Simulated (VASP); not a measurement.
An input for Ansatz (written as the equivalent of a VASP run, and not itself run):

Ansatz 0.2 input:
```yaml
crystal:
  lattice:
    - [0.0000000, 2.2900000, 2.2900000]
    - [2.2900000, 0.0000000, 2.2900000]
    - [2.2900000, 2.2900000, 0.0000000]
  atoms:
    - { symbol: Zr, position: [0.0000000, 0.0000000, 0.0000000] }
    - { symbol: N, position: [0.5000000, 0.5000000, 0.5000000] }
kpoints:
  mp_grid: { grid: [12, 12, 12] }
hamiltonian:
  xc: pbe
  pseudopotentials: { kind: paw }
scf:
  occupations: { method: methfessel_paxton, width: 0.1 }
  max_iter: 100
output: { forces: true, stress: true, eigenvalues: true }
```

### Question
Write the VASP files for the same calculation (PBE).

### Answer
This is not unique; one that fits is 
**POSCAR**
```
ZrN
1
    0.0000000000     2.2900000000     2.2900000000
    2.2900000000     0.0000000000     2.2900000000
    2.2900000000     2.2900000000     0.0000000000
Zr N
1 1
Direct
  0.0000000000   0.0000000000   0.0000000000
  0.5000000000   0.5000000000   0.5000000000
```

**KPOINTS**
```
Regular mesh
0
G
  12 12 12
```

INCAR:
```
SYSTEM = ZrN
PREC = Accurate; ENCUT = 520; LREAL = .FALSE.
LASPH = .TRUE.
EDIFF = 1E-6; NELM = 100; ALGO = Normal
IMIX = 4; AMIX = 0.1; BMIX = 3.0
LMAXMIX = 4
ISMEAR = 1; SIGMA = 0.1
GGA = PE
ISIF = 2
LWAVE = .FALSE.; LCHARG = .FALSE.
```

POTCAR, in this order: Zr_sv N (PBE.64 set). Program: vasp_std.

Limits of the translation: each code has its own PAW files, so the cut-off isn't converted (ENCUT is set for VASP's; basis.ecutwfc is left out, and Ansatz then takes the one that its files recommend); Ansatz stops its SCF on the density residual and VASP on the energy change (EDIFF).

The compound is ZrN in the rock salt structure. The cell was not relaxed at this level. The run is one of a series of settings (AMIX = 0.1, BMIX = 3.0, IMIX = 4 against the base run), some of them coarse on purpose.
